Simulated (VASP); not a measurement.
A run of VASP 6.6.1:

File INCAR:

```
SYSTEM = TiAl
PREC = Accurate ; ENCUT = 520
EDIFF = 1E-6 ; ISMEAR = 0
SIGMA = 0.1 ; LREAL = .False.
LASPH = .True. ; NELM = 80
ALGO = Normal ; ISIF = 2
LWAVE = .False. ; LCHARG = .False.
METAGGA = R2SCAN ; LMIXTAU = .True.
NBANDS = 14
```

Contents of KPOINTS:

```
Automatic mesh
0
Gamma
  14 14 14
  0 0 0
```

POSCAR

```
TiAl
1.0
    3.1564500000      0.0000000000      0.0000000000
    0.0000000000      3.1564500000      0.0000000000
    0.0000000000      0.0000000000      3.1564500000
Ti Al
1 1
Direct
    0.0000000000      0.0000000000      0.0000000000
    0.5000000000      0.5000000000      0.5000000000
```

Potentials or basis: VASP PAW PBE potentials, release 64 (Ti_sv, Al).

Command:

```sh
$ cat potpaw_PBE.64/Ti_sv/POTCAR potpaw_PBE.64/Al/POTCAR > POTCAR
$ mpirun -np 1 vasp_std > vasp.out
```

Hardware: 1 thread of Intel(R) Xeon(R) 6975P-C (Granite Rapids) (shared host).

Q: How long does it take, and how much memory?

A: Run time: 44 s on 1 thread of Intel(R) Xeon(R) 6975P-C (Granite Rapids) (shared host), peak memory 0.18 GiB. Counts: scf iterations 16, k points 120.
